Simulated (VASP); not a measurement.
Here is a VASP 6.6.1 calculation.

File INCAR:

```
PREC = Accurate ; ENCUT = 520
EDIFF = 1E-6 ; ISMEAR = 0
SIGMA = 0.03 ; LREAL = F
LASPH = T ; NELM = 80
ALGO = Fast ; ISIF = 2
LWAVE = F ; LCHARG = F
NBANDS = 21
```

The input KPOINTS:

```
regular mesh
0
Gamma
  10 10 10
```

File POSCAR:

```
Ge                                      
1.0
   -0.0000000000      2.8367480286      2.8367480286
    2.8367480286      0.0000000000      2.8367480286
    2.8367480286      2.8367480286      0.0000000000
  Ge            
     2
Direct
     0.7500000000000000    0.7500000000000000    0.7500000000000000
     0.5000000000000000    0.5000000000000000    0.5000000000000000
```

Contents of KPOINTS_OPT:

```
explicit points
159
Reciprocal
 0.0000000000  0.0000000000  0.0000000000 1
 0.0357142857  0.0000000000  0.0357142857 1
 0.0714285714  0.0000000000  0.0714285714 1
 0.1071428571  0.0000000000  0.1071428571 1
 0.1428571429  0.0000000000  0.1428571429 1
 0.1785714286  0.0000000000  0.1785714286 1
[... 151 lines left out ...]
 0.4250000000  0.0000000000  0.4250000000 1
 0.4500000000  0.0000000000  0.4500000000 1
```

Potentials or basis: VASP PAW LDA potentials, release 64 (Ge_d).

Launch:

```bash
$ cat potpaw_LDA.64/Ge_d/POTCAR > POTCAR
$ mpirun -np 1 vasp_std > vasp.out
```

Predict the pressure.

-1.4 GPa.

Predict the band gap along the path.

none (metal or under the smearing width).

Levels at the corners of the path, in eV from the Fermi level:
```
point  band 10  band 11  band 12  band 13  band 14  band 15  band 16  band 17  band 18  band 19
    Γ   -24.68   -12.75    -0.22    -0.01    -0.01    -0.01     2.52     2.52     2.52     6.18
    X   -24.64    -8.90    -8.90    -3.05    -3.05     0.67     0.67     9.33     9.33    11.35
    X   -24.64    -8.90    -8.90    -3.05    -3.05     0.67     0.67     9.33     9.33    11.35
    W   -24.63    -8.80    -8.80    -3.89    -3.89     4.21     4.21     4.64     4.64    10.87
    W   -24.63    -8.80    -8.80    -3.89    -3.89     4.21     4.21     4.64     4.64    10.87
    K   -24.62    -9.37    -8.31    -4.32    -2.61     1.07     3.99     7.05     7.28     8.05
    K   -24.62    -9.37    -8.31    -4.32    -2.61     1.07     3.99     7.05     7.28     8.05
    Γ   -24.68   -12.75    -0.22    -0.01    -0.01    -0.01     2.52     2.52     2.52     6.18
    Γ   -24.68   -12.75    -0.22    -0.01    -0.01    -0.01     2.52     2.52     2.52     6.18
    L   -24.65   -10.68    -7.60    -1.40    -1.40     0.03     3.71     3.71     6.96    10.33
    L   -24.65   -10.68    -7.60    -1.40    -1.40     0.03     3.71     3.71     6.96    10.33
    U   -24.62    -9.37    -8.31    -4.32    -2.61     1.07     3.99     7.05     7.28     8.05
    U   -24.62    -9.37    -8.31    -4.32    -2.61     1.07     3.99     7.05     7.28     8.05
    W   -24.63    -8.80    -8.80    -3.89    -3.89     4.21     4.21     4.64     4.64    10.87
    W   -24.63    -8.80    -8.80    -3.89    -3.89     4.21     4.21     4.64     4.64    10.87
    L   -24.65   -10.68    -7.60    -1.40    -1.40     0.03     3.71     3.71     6.96    10.33
    L   -24.65   -10.68    -7.60    -1.40    -1.40     0.03     3.71     3.71     6.96    10.33
    K   -24.62    -9.37    -8.31    -4.32    -2.61     1.07     3.99     7.05     7.28     8.05
    U   -24.62    -9.37    -8.31    -4.32    -2.61     1.07     3.99     7.05     7.28     8.05
    X   -24.64    -8.90    -8.90    -3.05    -3.05     0.67     0.67     9.33     9.33    11.35
```

Caveat: this crystal is a semiconductor, whose small gap the functional closes, so the metal is an error of the method.

**The experiment to reproduce.**

From “Electronic and optical properties of SixGe1-x-ySny alloys lattice-matched to Ge”, 2021, arxiv:2109.02782, for a bulk crystal of Ge at 293 K: band gap 0.666 eV (indirect).

Measured gap of Ge: 0.666 eV (indirect; 293 K; “Electronic and optical properties of SixGe1-x-ySny alloys lattice-matched to Ge”, 2021, arxiv:2109.02782). This calculation gives 0.00 eV (-0.67 eV). 3 values of this kind are on record (0.666 to 0.807 eV); this one was drawn at random among those near their median. Spin-orbit coupling on Ge is left out. The value is that of LDA, without temperature or zero-point motion. Semilocal functionals fall short of measured gaps as a rule. The cell is a database's relaxed one, not the measured one, which moves gaps too.
